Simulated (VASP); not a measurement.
An input for Quantum ESPRESSO's pw.x (written as the equivalent of a VASP run, and not itself run):

```
&CONTROL
  calculation = 'vc-relax'
  pseudo_dir = './pseudo'
  outdir = './out'
  tprnfor = .true.
  tstress = .true.
  nstep = 30
  forc_conv_thr = 0.00039
/
&SYSTEM
  ibrav = 0
  nat = 6
  ntyp = 2
  ecutwfc = 82.3
  occupations = 'smearing'
  smearing = 'gaussian'
  degauss = 0.003675
  input_dft = 'pw91'
/
&ELECTRONS
  conv_thr = 7.3e-09
  electron_maxstep = 100
/
&IONS
/
&CELL
  cell_dofree = 'shape'
/
ATOMIC_SPECIES
  Te 127.600 Te.upf
  Mo 95.950 Mo.upf
CELL_PARAMETERS angstrom
     1.7817180   -3.0860256    0.0000000
     1.7817180    3.0860256    0.0000000
     0.0000000    0.0000000   14.7974901
ATOMIC_POSITIONS crystal
  Te   0.3333330  0.6666670  0.8723333
  Te   0.6666670  0.3333330  0.3723333
  Te   0.6666670  0.3333330  0.1276667
  Te   0.3333330  0.6666670  0.6276667
  Mo   0.3333330  0.6666670  0.2500000
  Mo   0.6666670  0.3333330  0.7500000
K_POINTS automatic
  7 7 2 0 0 0
```

### Question
Write the VASP files for the same calculation (PW91).

### Answer
One answer among several that fit: 
### INCAR
```
SYSTEM = MoTe2
PREC = Accurate; ENCUT = 520; LREAL = .FALSE.
LASPH = .TRUE.
EDIFF = 1E-7; NELM = 100; ALGO = Normal
LMAXMIX = 4
ISMEAR = 0; SIGMA = 0.05
GGA = 91
IBRION = 2; NSW = 30; ISIF = 4
EDIFFG = -0.01
LWAVE = .FALSE.; LCHARG = .FALSE.
```

### POSCAR
```
MoTe2
1.0
  1.7817179720  -3.0860256157   0.0000000000
  1.7817179720   3.0860256157   0.0000000000
  0.0000000000   0.0000000000  14.7974901483
Te Mo
4 2
Cartesian
  1.7817179720   1.0286772626  12.9083437502
  1.7817179720  -1.0286772626   5.5095986760
  1.7817179720  -1.0286772626   1.8891463981
  1.7817179720   1.0286772626   9.2878914723
  1.7817179720   1.0286772626   3.6993725371
  1.7817179720  -1.0286772626  11.0981176112
```

**KPOINTS**
```
Regular mesh
0
Gamma
 7 7 2
```

POTCAR, in this order: Te Mo_sv (PBE.64 set). Program: vasp_std.

The two are equivalent in intent, not identical: the potentials are each code's own (VASP's PAW set, PseudoDojo norm-conserving files in pw.x), so ENCUT and ecutwfc are chosen apart and not converted; conv_thr bounds pw.x's estimated SCF error, while EDIFF bounds the energy change between steps; forc_conv_thr acts on force components and is met together with etot_conv_thr.

The compound is MoTe2 in the 2H layered structure. It was relaxed first, which changed the volume by +9 %.
